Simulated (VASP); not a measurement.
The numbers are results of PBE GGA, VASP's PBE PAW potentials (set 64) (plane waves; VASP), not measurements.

The input files of a VASP run:

### INCAR
```
NELM = 100   ! most electronic steps
PSTRESS = 300   ! kbar
SYSTEM = CoSi2
ISIF = 3
GGA = PE   ! PBE
LMAXMIX = 4   ! l cut-off of mixed one-centre charges
EDIFFG = -0.02   ! ionic stop
LREAL = .False.   ! projection in real space or not
LCHARG = .False.
LASPH = .True.
ALGO = Normal   ! blocked Davidson
NSW = 40
IBRION = 2   ! conjugate gradients
PREC = Accurate
EDIFF = 1E-6
LWAVE = .False.
ENCUT = 500   ! plane-wave cut-off (eV)
ISMEAR = 1   ! Methfessel-Paxton
SIGMA = 0.1   ! width (eV)
```

**KPOINTS**
```
Automatic mesh
0
Gamma
10 10 10
0 0 0
```

**POSCAR**
```
CoSi2
1
    0.0000000000     2.5991186291     2.5991186291
    2.5991186291     0.0000000000     2.5991186291
    2.5991186291     2.5991186291    -0.0000000000
Co Si
1 2
Direct
  0.0000000000   0.0000000000   0.0000000000
  0.2500000000   0.2500000000   0.2500000000
  0.7500000000   0.7500000000   0.7500000000
```

POTCAR, in this order: Co Si (PBE.64 set). Program: vasp_std.

Output of the run:

### OSZICAR
```
       N       E                     dE             d eps       ncg     rms          rms(c)
DAV:   1     0.735544160345E+02    0.73554E+02   -0.70178E+03  1128   0.134E+03
DAV:   2    -0.157304176715E+02   -0.89285E+02   -0.83097E+02  1144   0.260E+02
DAV:   3    -0.203825432559E+02   -0.46521E+01   -0.43802E+01  1460   0.678E+01
DAV:   4    -0.204929400065E+02   -0.11040E+00   -0.11019E+00  1324   0.989E+00
DAV:   5    -0.204963420819E+02   -0.34021E-02   -0.34016E-02  1528   0.182E+00    0.156E+01
DAV:   6    -0.230745073562E+02   -0.25782E+01   -0.34978E+01  1372   0.130E+02    0.153E+01
DAV:   7    -0.191482195495E+02    0.39263E+01   -0.15106E+01  1480   0.103E+02    0.426E+00
DAV:   8    -0.191301693930E+02    0.18050E-01   -0.74911E-01  1228   0.698E+00    0.171E+00
DAV:   9    -0.191036073203E+02    0.26562E-01   -0.98067E-02  1400   0.694E+00    0.444E-01
DAV:  10    -0.191039997836E+02   -0.39246E-03   -0.75636E-03  1540   0.140E+00    0.168E-01
DAV:  11    -0.191037201971E+02    0.27959E-03   -0.12189E-03  1476   0.787E-01    0.388E-02
DAV:  12    -0.191037375660E+02   -0.17369E-04   -0.70521E-05  1216   0.851E-02    0.156E-02
DAV:  13    -0.191037381186E+02   -0.55266E-06   -0.35659E-06  1408   0.310E-02
   1 F= -.12528387E+02 E0= -.12528675E+02  d E =-.125284E+02
       N       E                     dE             d eps       ncg     rms          rms(c)
DAV:   1    -0.203281650960E+02   -0.12244E+01   -0.25198E+01  1316   0.105E+02    0.147E+01
DAV:   2    -0.231602193099E+02   -0.28321E+01   -0.45518E+01  1280   0.155E+02    0.159E+01
DAV:   3    -0.182644410415E+02    0.48958E+01   -0.18724E+01  1360   0.118E+02    0.277E+00
DAV:   4    -0.183184923031E+02   -0.54051E-01   -0.10091E+00  1204   0.797E+00    0.176E+00
DAV:   5    -0.182886729820E+02    0.29819E-01   -0.51508E-02  1576   0.459E+00    0.819E-01
DAV:   6    -0.182853344001E+02    0.33386E-02   -0.95956E-03  1576   0.112E+00    0.239E-01
DAV:   7    -0.182848773075E+02    0.45709E-03   -0.11509E-03  1556   0.737E-01    0.110E-01
DAV:   8    -0.182848519667E+02    0.25341E-04   -0.19819E-04  1388   0.126E-01    0.373E-02
DAV:   9    -0.182848522206E+02   -0.25394E-06   -0.82663E-06  1356   0.496E-02
   2 F= -.12385166E+02 E0= -.12385529E+02  d E =0.143220E+00
       N       E                     dE             d eps       ncg     rms          rms(c)
DAV:   1    -0.199013887179E+02   -0.16165E+01   -0.12270E+01  1228   0.752E+01    0.892E+00
DAV:   2    -0.216714390139E+02   -0.17701E+01   -0.24846E+01  1616   0.120E+02    0.140E+01
DAV:   3    -0.189469125504E+02    0.27245E+01   -0.11083E+01  1424   0.704E+01    0.251E+00
DAV:   4    -0.189426619173E+02    0.42506E-02   -0.26378E-01  1212   0.553E+00    0.151E+00
DAV:   5    -0.189238008255E+02    0.18861E-01   -0.21025E-02  1704   0.277E+00    0.340E-01
DAV:   6    -0.189235214826E+02    0.27934E-03   -0.13807E-03  1548   0.405E-01    0.191E-01
DAV:   7    -0.189234918938E+02    0.29589E-04   -0.40434E-05  1700   0.974E-02    0.845E-02
DAV:   8    -0.189234941659E+02   -0.22721E-05   -0.11175E-05  1700   0.417E-02    0.816E-03
DAV:   9    -0.189234941481E+02    0.17837E-07   -0.61290E-07   684   0.122E-02
   3 F= -.12567115E+02 E0= -.12567412E+02  d E =-.387287E-01
       N       E                     dE             d eps       ncg     rms          rms(c)
DAV:   1    -0.189175366049E+02    0.59576E-02   -0.21194E-03  1280   0.973E-01    0.126E-01
DAV:   2    -0.189179165507E+02   -0.37995E-03   -0.46280E-03  1484   0.157E+00    0.190E-01
DAV:   3    -0.189173696493E+02    0.54690E-03   -0.22403E-03  1444   0.111E+00    0.248E-02
DAV:   4    -0.189173661787E+02    0.34706E-05   -0.39766E-05  1208   0.649E-02    0.699E-03
DAV:   5    -0.189173655040E+02    0.67468E-06   -0.14215E-06   740   0.250E-02
   4 F= -.12567159E+02 E0= -.12567456E+02  d E =-.387721E-01
```

OUTCAR:
```
------------------------ aborting loop because EDIFF is reached ----------------------------------------
  FORCE on cell =-STRESS in cart. coord.  units (eV):
  Direction    XX          YY          ZZ          XY          YZ          ZX
  --------------------------------------------------------------------------------------
  Total        6.3307745      6.3307745      6.3307745      0.0000000      0.0000000      0.0000000
  in kB      299.0819698    299.0819698    299.0819698      0.0000000      0.0000000      0.0000000
  external PRESSURE =      -0.9180302 kB  Pullay stress =     300.0000000 kB
  volume of cell :       33.91
      direct lattice vectors                 reciprocal lattice vectors
     0.000000000  2.569108230  2.569108230    -0.194620061  0.194620061  0.194620061
     2.569108230 -0.000000000  2.569108230     0.194620061 -0.194620061  0.194620061
     2.569108230  2.569108230 -0.000000000     0.194620061  0.194620061 -0.194620061
 POSITION                                       TOTAL-FORCE (eV/Angst)
 -----------------------------------------------------------------------------------
      2.56911      5.13822      2.56911         0.000000     -0.000000     -0.000000
      1.28455      1.28455      1.28455         0.000000     -0.000000     -0.000000
      3.85366      3.85366      3.85366        -0.000000      0.000000      0.000000
 -----------------------------------------------------------------------------------
    total drift:                                0.000000      0.000000      0.000000
  FREE ENERGIE OF THE ION-ELECTRON SYSTEM (eV)
  ---------------------------------------------------
  free  energy   TOTEN  =       -18.9173655040 eV

  energy  without entropy=      -18.9182581846  energy(sigma->0) =      -18.91766306
  enthalpy is  TOTEN    =       -12.5671586989 eV   P V=        6.3502068051

 reached required accuracy - stopping structural energy minimisation
```
(Selected blocks of OUTCAR.)

**CONTCAR**
```
CoSi2
   1.00000000000000
     0.0000000000000000    2.5691082298812224    2.5691082298812224
     2.5691082298812224   -0.0000000000000000    2.5691082298812224
     2.5691082298812224    2.5691082298812224   -0.0000000000000000
  Co              Si
     1     2
Direct
     1.0000000000000000    0.0000000000000000    1.0000000000000000
     0.2500000000000000    0.2500000000000000    0.2500000000000000
     0.7500000000000000    0.7500000000000000    0.7500000000000000
```

Energy and stress use the plane-wave basis of the starting cell.

The compound is CoSi2 in the fluorite structure. This run relaxes it under an external pressure of 30 GPa. Symmetry was kept, so distortions that lower it aren't found. The run is not spin-polarised, so no magnetic state was tried. The electron count is odd and the run is not spin-polarised, which forces a metal.
